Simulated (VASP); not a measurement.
**GW on C (Diamond)**

How does the gap of C (Diamond) change from the starting functional to GW? The cell has space group Fd-3m. The start is a cell from a database of measured crystal structures.

Main program and level: VASP 6.6.1; PBE; plane waves and PAW (C_GW), in the first sound run; inputs show where later runs differ.

### 1. Set-up

It takes space group Fd-3m (No. 227, cubic). The conventional cell has a = 3.567 Å, b = 3.567 Å, c = 3.567 Å, α = 90.00°, β = 90.00°, γ = 90.00°. C has 4 C at 1.54 Å nearest.

Structure file:

```xyz
2
Lattice="0.0000 1.7834 1.7834 1.7834 0.0000 1.7834 1.7834 1.7834 0.0000" Properties=species:S:1:pos:R:3 pbc="T T T"
C     2.6751    2.6751    2.6751
C     1.7834    1.7834    1.7834
```

### 2. Ground state

The orbitals come from a self-consistent PBE run with a tight EDIFF and a narrow smearing. KPOINTS_OPT adds the bands along a path, which shows whether the mesh holds the band edges.

Input file INCAR:

```
SYSTEM = C
PREC = Accurate
ENCUT = 440
EDIFF = 1E-08
NELM = 100
ISMEAR = 0
SIGMA = 0.01
LREAL = .FALSE.
ALGO = Normal
GGA = PE
NBANDS = 10
LORBIT = 11
LWAVE = .TRUE.
LCHARG = .FALSE.
KPAR = 8
```

Input file POSCAR:

```
C
1.0
    0.0000000000      1.7833700000      1.7833700000
    1.7833700000      0.0000000000      1.7833700000
    1.7833700000      1.7833700000      0.0000000000
C
2
Direct
    0.7500000000      0.7500000000      0.7500000000
    0.5000000000      0.5000000000      0.5000000000
```

Input file KPOINTS:

```
Automatic mesh
0
Gamma
6 6 6
0 0 0
```

Input file KPOINTS_OPT:

```
Line mode
12
Line-mode
Reciprocal
  0.00000000   0.00000000   0.00000000 GAMMA
  0.50000000   0.00000000   0.50000000 X

  0.50000000   0.00000000   0.50000000 X
  0.50000000   0.25000000   0.75000000 W

  0.50000000   0.25000000   0.75000000 W
  0.37500000   0.37500000   0.75000000 K

  0.37500000   0.37500000   0.75000000 K
  0.00000000   0.00000000   0.00000000 GAMMA

  0.00000000   0.00000000   0.00000000 GAMMA
  0.50000000   0.50000000   0.50000000 L

  0.50000000   0.50000000   0.50000000 L
  0.62500000   0.25000000   0.62500000 U

  0.62500000   0.25000000   0.62500000 U
  0.50000000   0.25000000   0.75000000 W

  0.50000000   0.25000000   0.75000000 W
  0.50000000   0.50000000   0.50000000 L

  0.50000000   0.50000000   0.50000000 L
  0.37500000   0.37500000   0.75000000 K

  0.62500000   0.25000000   0.62500000 U
  0.50000000   0.00000000   0.50000000 X
```

Potentials, in the order of the species: C_GW (PBE family, release 64).

The run is started by

```console
$ mpirun -np 8 vasp_std
```

What it wrote:

```text
[banner, memory and clock lines left out]
running    8 mpi-ranks, on    1 nodes
 distrk:  each k-point on    1 cores,    8 groups
 distr:  one band on    1 cores,    1 groups

 POSCAR found type information on POSCAR C
 POSCAR found :  1 types and       2 ions
|                                                                             |
|           W    W    AA    RRRRR   N    N  II  N    N   GGGG   !!!           |
|           W    W   A  A   R    R  NN   N  II  NN   N  G    G  !!!           |
|           W    W  A    A  R    R  N N  N  II  N N  N  G       !!!           |
|           W WW W  AAAAAA  RRRRR   N  N N  II  N  N N  G  GGG   !            |
|           WW  WW  A    A  R   R   N   NN  II  N   NN  G    G                |
|           W    W  A    A  R    R  N    N  II  N    N   GGGG   !!!           |
|                                                                             |
|     For optimal performance we recommend to set                             |
|       NCORE = 2 up to number-of-cores-per-socket                            |
|     NCORE specifies how many cores store one orbital (NPAR=cpu/NCORE).      |
|     This setting can greatly improve the performance of VASP for DFT.       |
|     The default, NCORE=1 might be grossly inefficient on modern             |
|     multi-core architectures or massively parallel machines. Do your        |
|     Unfortunately you need to use the default for GW and RPA                |
|     calculations (for HF NCORE is supported but not extensively tested      |
|     yet).                                                                   |
|                                                                             |

 LDA part: xc-table for (Slater+PW92), standard interpolation
 POSCAR, INCAR and KPOINTS ok, starting setup
 FFT: planning ... GRIDC
 FFT: planning ... GRID_SOFT
 FFT: planning ... GRID
 WAVECAR not read
 entering main loop
       N       E                     dE             d eps       ncg     rms          rms(c)
DAV:   1     0.127708266344E+02    0.12771E+02   -0.42612E+03   336   0.690E+02
DAV:   2    -0.182960902880E+02   -0.31067E+02   -0.28527E+02   436   0.188E+02
DAV:   3    -0.188104200880E+02   -0.51433E+00   -0.51320E+00   404   0.198E+01
DAV:   4    -0.188118164211E+02   -0.13963E-02   -0.13962E-02   360   0.115E+00
DAV:   5    -0.188118215565E+02   -0.51354E-05   -0.51354E-05   392   0.568E-02    0.479E+00
DAV:   6    -0.183223034316E+02    0.48952E+00   -0.26529E-01   426   0.503E+00    0.263E+00
DAV:   7    -0.181551261955E+02    0.16718E+00   -0.30827E-01   446   0.519E+00    0.360E-01
DAV:   8    -0.181566792322E+02   -0.15530E-02   -0.63313E-03   334   0.835E-01    0.496E-02
DAV:   9    -0.181567435175E+02   -0.64285E-04   -0.88724E-05   410   0.110E-01    0.175E-02
DAV:  10    -0.181567600537E+02   -0.16536E-04   -0.15561E-05   334   0.396E-02    0.150E-03
DAV:  11    -0.181567603033E+02   -0.24959E-06   -0.32485E-07   412   0.589E-03    0.387E-04
DAV:  12    -0.181567603865E+02   -0.83172E-07   -0.67510E-09   354   0.103E-03    0.282E-05
DAV:  13    -0.181567603888E+02   -0.23595E-08   -0.27929E-11   186   0.615E-05
   1 F= -.18156760E+02 E0= -.18156760E+02  d E =-.511374E-57
 Start KPOINTS_OPT (optional k-point list driver)
k-point batch [1-16\120]
       N       E                     dE             ncg
DAV:   1     0.741549689406E+03   -0.37521E+04      320
DAV:   2     0.209895733080E+03   -0.53165E+03      468
DAV:   3     0.202754482039E+03   -0.71413E+01      368
DAV:   4     0.202731807916E+03   -0.22674E-01      348
DAV:   5     0.202731714140E+03   -0.93777E-04      398
DAV:   6     0.202731713580E+03   -0.56011E-06      368
DAV:   7     0.202731713574E+03   -0.51435E-08      392
[...]
k-point batch [113-120\120]
       N       E                     dE             ncg
DAV:   1     0.338315732866E+04   -0.35102E+04      176
DAV:   2     0.320549557323E+04   -0.17766E+03      212
DAV:   3     0.320342861951E+04   -0.20670E+01      198
DAV:   4     0.320342343529E+04   -0.51842E-02      192
DAV:   5     0.320342341685E+04   -0.18439E-04      196
DAV:   6     0.320342341678E+04   -0.72291E-07      208
DAV:   7     0.320342341678E+04   -0.72760E-10      204
 writing wavefunctions
```

It took 2.4 s on 8 MPI ranks of Intel Xeon Platinum 8488C (Sapphire Rapids), shared host; peak memory 0.82 GiB; 13 s of CPU time.

The logs omit lines about the potential files and the build; timing stands in the text.

OUTCAR, selected parts (step 2):

```text
ion  position               nearest neighbor table
   1  0.750  0.750  0.750-   2 1.54   2 1.54   2 1.54   2 1.54
   2  0.500  0.500  0.500-   1 1.54   1 1.54   1 1.54   1 1.54

  LATTYP: Found a face centered cubic cell.
 ALAT       =     3.5667400000

 Subroutine GETGRP returns: Found 48 space group operations
 (whereof 24 operations were pure point group operations)

The static configuration has the point symmetry T_d .
 The point group associated with its full space group is O_h .

 Found     16 irreducible k-points:

   k-points           NKPTS =     16   k-points in BZ     NKDIM =     16   number of bands    NBANDS=     10

   dimension x,y,z NGX =    18 NGY =   18 NGZ =   18
   dimension x,y,z NGXF=    36 NGYF=   36 NGZF=   36

   ENCUT  =  440.0 eV  32.34 Ry    5.69 a.u.   4.31  4.31  4.31*2*pi/ulx,y,z

   NELECT =       8.0000    total number of electrons

 k-points in reciprocal lattice and weights: Automatic mesh
   0.00000000  0.00000000  0.00000000       0.005
   0.16666667  0.00000000  0.00000000       0.037
   0.33333333  0.00000000  0.00000000       0.037
   0.50000000  0.00000000  0.00000000       0.019
   0.16666667  0.16666667  0.00000000       0.028
   0.33333333  0.16666667  0.00000000       0.111
   0.50000000  0.16666667  0.00000000       0.111
  -0.33333333  0.16666667  0.00000000       0.111
  -0.16666667  0.16666667  0.00000000       0.056
[...]
-0.33333333  0.33333333  0.16666667       0.111
  -0.33333333  0.50000000  0.16666667       0.056

 average (electrostatic) potential at core
       1 -45.3582       2 -45.3582

 E-fermi :   9.8754

 k-point     1 :       0.0000    0.0000    0.0000
  band No.  band energies     occupation
      1     -11.7098      2.00000
      2       9.7647      2.00000
      3       9.7647      2.00000
      4       9.7647      2.00000
      5      15.3571      0.00000
      6      15.3571      0.00000
      7      15.3571      0.00000
      8      23.0835      0.00000
      9      29.0603      0.00000
    ...

 k-point     2 :       0.1667    0.0000    0.0000
  band No.  band energies     occupation
      1     -10.9429      2.00000
      2       6.0183      2.00000
      3       8.7457      2.00000
      4       8.7457      2.00000
      5      16.7000      0.00000
      6      16.7000      0.00000
      7      17.1622      0.00000
      8      23.7272      0.00000
      9      30.0532      0.00000
    ...

 k-point     3 :       0.3333    0.0000    0.0000
  band No.  band energies     occupation
      1      -8.6940      2.00000
      2       0.3980      2.00000
      3       7.4556      2.00000
      4       7.4556      2.00000
      5      18.0452      0.00000
      6      18.0452      0.00000
      7      18.3308      0.00000
      8      25.0167      0.00000
      9      30.7176      0.00000
    ...

  Total       -0.2725681     -0.2725681     -0.2725681      0.0000000     -0.0000000      0.0000000
  in kB      -38.4973858    -38.4973858    -38.4973858      0.0000000     -0.0000000      0.0000000
  external PRESSURE =     -38.4973858 kB  Pullay stress =       0.0000000 kB

  energy-cutoff  :      440.00
  volume of cell :       11.34
      direct lattice vectors                 reciprocal lattice vectors
     0.000000000  1.783370000  1.783370000    -0.280368067  0.280368067  0.280368067
     1.783370000  0.000000000  1.783370000     0.280368067 -0.280368067  0.280368067
     1.783370000  1.783370000  0.000000000     0.280368067  0.280368067 -0.280368067

 POSITION                                       TOTAL-FORCE (eV/Angst)
 -----------------------------------------------------------------------------------
      2.67505      2.67505      2.67505        -0.000000     -0.000000      0.000000
      1.78337      1.78337      1.78337         0.000000      0.000000     -0.000000
 -----------------------------------------------------------------------------------
    total drift:                                0.000000     -0.000000      0.000000

  FREE ENERGIE OF THE ION-ELECTRON SYSTEM (eV)
  ---------------------------------------------------
  free  energy   TOTEN  =       -18.1567603888 eV

  energy  without entropy=      -18.1567603888  energy(sigma->0) =      -18.15676039

 total charge
# of ion       s       p       d       tot
------------------------------------------
    1        0.802   1.715   0.000   2.516
    2        0.802   1.715   0.000   2.516
--------------------------------------------------
tot          1.604   3.429   0.000   5.033

[... 3 further parts left out ...]
```

Numbers from this step:

| Quantity | Value |
| --- | --- |
| free energy (TOTEN) | -18.16 eV |
| Fermi energy | 9.875 eV |
| pressure | -3.850 GPa |
| least gap on mesh and path | 4.129 eV |
| least direct gap on mesh and path | 5.592 eV |

The highest empty bands on the path are converged less tightly, to about 0.1 eV. Electronic bands along the path, in eV, zero at the valence-band top; v1 is the highest filled band, c1 the lowest empty one:

```
          point      v3     v2     v1     c1     c2     c3     c4
              Γ    0.00   0.00   0.00   5.59   5.59   5.59  13.32
0.45 of the way   -3.84  -3.72  -3.72   4.57  10.89  10.89  10.98
              X  -12.76  -6.29  -6.29   4.76   4.76  16.81  16.81
0.45 of the way  -12.48  -7.17  -7.17   6.54   6.54  15.80  15.80
              W  -11.97  -8.31  -8.31  10.63  10.63  12.32  12.32
0.45 of the way  -11.66  -9.01  -6.77   7.76  10.84  13.31  14.15
              K  -11.73  -9.31  -5.36   5.68  10.75  14.37  15.63
0.45 of the way   -7.14  -6.15  -2.07   8.55   8.62  10.65  13.66
              Γ    0.00   0.00   0.00   5.59   5.59   5.59  13.32
0.55 of the way   -7.36  -1.91  -1.91   7.97   7.97   8.29  14.82
              L  -13.37  -2.79  -2.79   8.46   8.46   8.84  15.70
0.45 of the way  -12.73  -5.43  -3.77   7.34  10.49  11.31  15.17
              U  -11.73  -9.31  -5.36   5.68  10.75  14.37  15.63
0.55 of the way  -11.66  -9.01  -6.77   7.76  10.84  13.31  14.15
              W  -11.97  -8.31  -8.31  10.63  10.63  12.32  12.32
0.45 of the way  -12.19  -6.74  -5.00   8.40   9.60  13.45  14.65
              L  -13.37  -2.79  -2.79   8.46   8.46   8.84  15.70
0.55 of the way  -12.46  -6.31  -4.08   6.99  11.21  12.16  14.70
              K  -11.73  -9.31  -5.36   5.68  10.75  14.37  15.63
      jump to U  -11.73  -9.31  -5.36   5.68  10.75  14.37  15.63
0.45 of the way  -12.45  -7.75  -6.00   5.04   6.99  16.00  16.40
              X  -12.76  -6.29  -6.29   4.76   4.76  16.81  16.81
```

The electronic bands as a text plot (rows in eV, shown from -8.0 to 10.1 only):

```
    9.8 |   ++              + +            +       ++  +  +
    9.0 |                     +         ++++     +  ++++++    +
    8.2 |  +  +     +       ++        ++++++         +++++
    7.5 |              +   +  ++     +      +             +
    6.7 | +    +          +    ++  +++       +  +          ++  +
    6.0 |+      +  +    ++      ++ +          ++             +
    5.2 |+++      +               +                           +++
    4.5 |   ++++++                                              +
    3.7 |
    3.0 |
    2.2 |
    1.4 |
    0.7 |
   -0.1 |*                      ****
   -0.8 | *                    * *  **
   -1.6 |  *                  * *  *  *
   -2.3 |   *                * *       **
   -3.1 |   *               *  *    *    ***           ***
   -3.8 |                 **               **         *   **
   -4.6 |    *                *      *       **      *    * *
   -5.4 |    ***        **                  *  *    * *      **
   -6.1 |       ***          **                 *    *     *   **
   -6.9 |     *    *   *     *               *     *
   -7.6 |           *       *         *          *  *          *
         Γ       X    W  K        Γ      L     U  W     L   K|U X
```

The cell has a gap of 4.13 eV on mesh and path and a pressure of -3.8 GPa, which holds the misfit of the given cell and coordinates with this functional, and any error of cutoff, mesh and data sets.

### 3. Empty bands, functional PBE

The next step needs empty bands that the ground-state run didn't converge, so the Hamiltonian is diagonalised exactly for NBANDS bands, in a single step. LOPTICS writes the k-derivatives of the orbitals (WAVEDER), which give the long-wavelength limit of the screening.

Input file INCAR:

```
SYSTEM = C
PREC = Accurate
ENCUT = 440
ISMEAR = 0
SIGMA = 0.01
LREAL = .FALSE.
GGA = PE
NBANDS = 40
ALGO = Exact
NELM = 1
LWAVE = .TRUE.
LCHARG = .FALSE.
LOPTICS = .TRUE.
NEDOS = 1000
CSHIFT = 0.1
```

POSCAR is that of step 2.

KPOINTS is that of step 2.

The run is started by

```console
$ mpirun -np 8 vasp_std
```

What it wrote:

```text
[banner, memory and clock lines left out]
running    8 mpi-ranks, on    1 nodes
 distrk:  each k-point on    8 cores,    1 groups
 distr:  one band on    1 cores,    8 groups

 POSCAR found type information on POSCAR C
 POSCAR found :  1 types and       2 ions
 [... a notice as in an earlier step ...]

 LDA part: xc-table for (Slater+PW92), standard interpolation
 found WAVECAR, reading the header
  number of bands has changed, file:    10 present:    40
  trying to continue reading WAVECAR, but it might fail
 POSCAR, INCAR and KPOINTS ok, starting setup
 FFT: planning ... GRIDC
 FFT: planning ... GRID_SOFT
 FFT: planning ... GRID
 reading WAVECAR
 random initialization beyond band           10
 the WAVECAR file was read successfully
 initial charge from wavefunction
 entering main loop
       N       E                     dE             d eps       ncg     rms          rms(c)
DIA:   1    -0.181567603870E+02   -0.18157E+02    0.00000E+00     0   0.000E+00
   1 F= -.18156760E+02 E0= -.18156760E+02  d E =-.857107E-26
 writing wavefunctions
 optical routines
 imaginary and real dielectric function
 recalculating local potential from charge density
 direction            1
 direction            2
 direction            3
```

It took 1.8 s on 8 MPI ranks; peak memory 0.79 GiB; 8.7 s of CPU time.

Parts of OUTCAR (step 3):

```text
 Found     16 irreducible k-points:

   k-points           NKPTS =     16   k-points in BZ     NKDIM =     16   number of bands    NBANDS=     40

   NELECT =       8.0000    total number of electrons

 E-fermi :   9.8359

  Total       -0.2725685     -0.2725685     -0.2725685      0.0000000      0.0000000      0.0000000
  in kB      -38.4974372    -38.4974372    -38.4974372      0.0000000      0.0000000      0.0000000
  external PRESSURE =     -38.4974372 kB  Pullay stress =       0.0000000 kB

 POSITION                                       TOTAL-FORCE (eV/Angst)
 -----------------------------------------------------------------------------------
      2.67505      2.67505      2.67505        -0.000000     -0.000000     -0.000000
      1.78337      1.78337      1.78337         0.000000      0.000000      0.000000
 -----------------------------------------------------------------------------------
    total drift:                                0.000000     -0.000000      0.000000

  FREE ENERGIE OF THE ION-ELECTRON SYSTEM (eV)
  ---------------------------------------------------
  free  energy   TOTEN  =       -18.1567603870 eV

  energy  without entropy=      -18.1567603870  energy(sigma->0) =      -18.15676039

 plasma frequency squared (from intraband transitions) (eV^2)
  --------------------------------------------------------------------------------------
       0.000      -0.000       0.000
       0.000       0.000      -0.000
       0.000      -0.000       0.000

[... 15 parts as in an earlier step ...]
```

The gap is read on the k-mesh alone, so it is an upper bound where the band edges lie off the mesh.

A gap read on the k-mesh alone can miss the band edges.

Numbers from this step:

- gap on the k-mesh: 4.154 eV
- least direct gap on the k-mesh: 5.592 eV

WAVECAR now holds 40 bands for 8 electrons. Its independent-particle dielectric tensor has xx, yy, zz = 6.3, 6.3, 6.3 on this mesh, which isn't tested for convergence in mesh or bands and lacks local fields.

(Part 1 of 5 ends here.)

[Lines on the potential files, build, host, timing and source positions are cut from VASP's logs without a mark.]

[Logs are printed without paths, hosts, clocks, repeated set-up lines and the standing remarks that a program may print on its own settings, such as how far it seeks lower states.]

[Hosts, paths, dates, database ids (printed as entryN), source tags and the programs' standing remarks are cut or masked in the printed files.]

[Pressures printed for these runs are not shown converged in the cutoff: they can be off by several GPa and have the wrong sign.]
